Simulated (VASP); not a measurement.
Method: PBE GGA, VASP's PBE PAW potentials (set 64) (plane waves; VASP).

Input for VASP

**POSCAR**
```
W16S
1
    6.3448992463     0.0000000000     0.0000000000
    3.1724496231     4.4865214264     0.0000000000
    0.0000000000     0.0000000000    20.7849381959
W S
16 1
Direct
  0.7463453093   0.5076481066   0.3421471948
  0.2460065841   0.5076481066   0.3421471948
  0.7463383934   0.0073232133   0.3414058425
  0.2462464517   0.0075070964   0.3411148778
  0.9963928288   0.0072724691   0.4455738666
  0.4963347021   0.0072724691   0.4455738666
  0.9971103010   0.5057793981   0.4451700017
  0.4957731118   0.5084537763   0.4451119512
  0.7470379058   0.5057212759   0.5551687744
  0.2472408184   0.5057212759   0.5551687744
  0.7473390788   0.0053218424   0.5511377573
  0.2468858524   0.0062282952   0.5537413662
  0.9829976032   0.0032846768   0.6582091071
  0.5137177198   0.0032846768   0.6582091071
  0.0002112848   0.4995774304   0.6599962213
  0.4961135397   0.5077729206   0.6592620066
  0.2354085147   0.0291829706   0.7401320898
```

### INCAR
```
PREC  =  Normal
NELM  =  100
LWAVE  =  .FALSE.
LASPH  =  .TRUE.   # aspherical one-centre terms
GGA  =  PE
ALGO  =  Normal   # blocked Davidson
DIPOL  =  0.5 0.5 0.5
SIGMA  =  0.1
LVHAR  =  .TRUE.
LREAL  =  .FALSE.
LCHARG  =  .FALSE.
EDIFF  =  1E-6
LMAXMIX  =  6   # l cut-off of mixed one-centre charges
IDIPOL  =  3
ISMEAR  =  1   # Methfessel-Paxton
LDIPOL  =  .TRUE.
SYSTEM  =  W16S
NELMIN  =  4
LORBIT  =  11   # lm-projected
ENCUT  =  400   # plane-wave cut-off (eV)
```

**KPOINTS**
```
kpoints
0
gamma
 5 6 1
0 0 0
```

POTCAR, in this order: W S (PBE.64 set). Program: vasp_std. Read from the step before: WAVECAR.

Output

**OSZICAR**
```
       N       E                     dE             d eps       ncg     rms          rms(c)
DAV:   1    -0.203979672322E+03   -0.20398E+03   -0.91201E-03  3872   0.291E-01    0.171E-01
DAV:   2    -0.204143282597E+03   -0.16361E+00   -0.88874E-01  3848   0.299E+00    0.150E+00
DAV:   3    -0.203976112351E+03    0.16717E+00   -0.59500E-01  3824   0.266E+00    0.138E-01
DAV:   4    -0.203977567534E+03   -0.14552E-02   -0.16438E-02  3024   0.350E-01    0.294E-02
DAV:   5    -0.203977652889E+03   -0.85356E-04   -0.10972E-03  3224   0.875E-02    0.131E-02
DAV:   6    -0.203977660041E+03   -0.71521E-05   -0.11838E-04  2944   0.296E-02    0.139E-02
DAV:   7    -0.203977660339E+03   -0.29727E-06   -0.11989E-05  2232   0.889E-03    0.138E-02
DAV:   8    -0.203977660489E+03   -0.15078E-06   -0.17525E-06  1584   0.337E-03
   1 F= -.20397766E+03 E0= -.20397655E+03  d E =-.334250E-02
```

OUTCAR:
```
------------------------ aborting loop because EDIFF is reached ----------------------------------------
  FORCE on cell =-STRESS in cart. coord.  units (eV):
  Direction    XX          YY          ZZ          XY          YZ          ZX
  --------------------------------------------------------------------------------------
  Total      -12.9098624    -12.2420048      0.1765882      0.0000000      0.2883966     -0.0000000
  in kB      -34.9581935    -33.1497239      0.4781775      0.0000000      0.7809396     -0.0000000
  external PRESSURE =     -22.5432467 kB  Pullay stress =       0.0000000 kB
  volume of cell :      591.67
      direct lattice vectors                 reciprocal lattice vectors
     6.344899246  0.000000000  0.000000000     0.157606916 -0.111444915  0.000000000
     3.172449623  4.486521426  0.000000000     0.000000000  0.222889830  0.000000000
     0.000000000  0.000000000 20.784938196     0.000000000  0.000000000  0.048111762
 POSITION                                       TOTAL-FORCE (eV/Angst)
 -----------------------------------------------------------------------------------
      6.34597      2.27757      7.11151        -0.008222     -0.006854     -0.018510
      3.17138      2.27757      7.11151         0.008222     -0.006854     -0.018510
      4.75867      0.03286      7.09610         0.000000     -0.004121     -0.001469
      1.58622      0.03368      7.09005         0.000000     -0.004472     -0.004498
      6.34508      0.03263      9.26123        -0.004399     -0.009471     -0.000358
      3.17227      0.03263      9.26123         0.004399     -0.009471     -0.000358
      7.93112      2.26919      9.25283         0.000000     -0.011702     -0.002375
      4.75867      2.28119      9.25162         0.000000     -0.012618     -0.000154
      6.34426      2.26893     11.53915         0.007037      0.002072     -0.002452
      3.17309      2.26893     11.53915        -0.007037      0.002072     -0.002452
      4.75867      0.02388     11.45536        -0.000000      0.005747      0.015790
      1.58622      0.02794     11.50948        -0.000000      0.000820     -0.006275
      6.24744      0.01474     13.68084         0.012354      0.019365      0.003924
      3.26991      0.01474     13.68084        -0.012354      0.019365      0.003924
      1.58622      2.24136     13.71798        -0.000000      0.021089      0.007178
      4.75867      2.27813     13.70272        -0.000000      0.011169      0.022769
      1.58622      0.13093     15.38360         0.000000     -0.016138      0.003825
 -----------------------------------------------------------------------------------
    total drift:                               -0.000007      0.001108     -0.005390
  FREE ENERGIE OF THE ION-ELECTRON SYSTEM (eV)
  ---------------------------------------------------
  free  energy   TOTEN  =      -203.9776604893 eV

  energy  without entropy=     -203.9743179862  energy(sigma->0) =     -203.97654632

 total charge

# of ion       s       p       d       tot
------------------------------------------
    1        0.686   0.552   4.074   5.312
    2        0.686   0.552   4.074   5.312
    3        0.681   0.547   4.059   5.286
    4        0.682   0.545   4.054   5.281
    5        0.686   0.711   4.212   5.609
    6        0.686   0.711   4.212   5.609
    7        0.682   0.706   4.203   5.591
    8        0.682   0.706   4.201   5.590
    9        0.674   0.703   4.183   5.560
   10        0.674   0.703   4.183   5.560
   11        0.691   0.715   4.221   5.627
   12        0.674   0.702   4.163   5.539
   13        0.672   0.660   4.133   5.464
   14        0.672   0.660   4.133   5.464
   15        0.652   0.571   4.092   5.316
   16        0.658   0.551   4.087   5.296
   17        1.352   2.328   0.000   3.680
--------------------------------------------------
tot         12.190  12.622  66.284  91.096
```
(Selected blocks of OUTCAR.)

File OUTCAR:
```
 val. band max:        0.9942102891   @ k =   0.2000   0.5000   0.0000

 cond. band min:       1.0057854308   @ k =   0.2000   0.1667   0.0000


 Fermi energy:         1.0016894125

 k-point     1 :       0.0000    0.0000    0.0000
  band No.  band energies     occupation
      1     -12.7244      2.00000
      2      -8.0663      2.00000
      3      -6.5759      2.00000
      4      -5.3519      2.00000
      5      -5.1386      2.00000
      6      -5.0857      2.00000
      7      -4.9718      2.00000
      8      -4.8928      2.00000
      9      -4.8748      2.00000
     10      -4.8578      2.00000
     11      -4.6011      2.00000
     12      -4.5841      2.00000
     13      -4.3246      2.00000
     14      -4.2701      2.00000
     15      -4.1390      2.00000
     16      -3.7480      2.00000
     17      -3.7168      2.00000
     18      -3.5851      2.00000
     19      -3.3110      2.00000
     20      -3.0139      2.00000
     21      -2.5405      2.00000
     22      -2.5106      2.00000
     23      -2.4347      2.00000
     24      -2.3952      2.00000
     25      -2.3268      2.00000
     26      -2.2208      2.00000
     27      -2.1292      2.00000
     28      -2.0366      2.00000
     29      -1.9479      2.00000
     30      -1.8463      2.00000
     31      -1.8309      2.00000
     32      -1.8037      2.00000
     33      -1.2448      2.00000
     34      -0.9014      2.00000
     35      -0.7270      2.00000
     36      -0.6751      2.00000
     37      -0.5085      2.00000
     38      -0.4413      2.00000
     39      -0.3354      2.00000
     40      -0.3132      2.00000
     41      -0.2985      2.00000
     42      -0.1490      2.00000
     43      -0.0901      2.00000
     44      -0.0368      2.00000
     45       0.1576      2.00000
     46       0.8828      2.07051
     47       1.3931     -0.00000
     48       1.4896     -0.00000
     49       1.6284     -0.00000
     50       1.6921     -0.00000
     51       1.7369     -0.00000
...
```

Unless said otherwise, spin-orbit coupling is left out, though it shifts the bands of the heavy elements here.

The cell is a thin slab with vacuum, built from W (bcc): (110) face, S adsorbed.
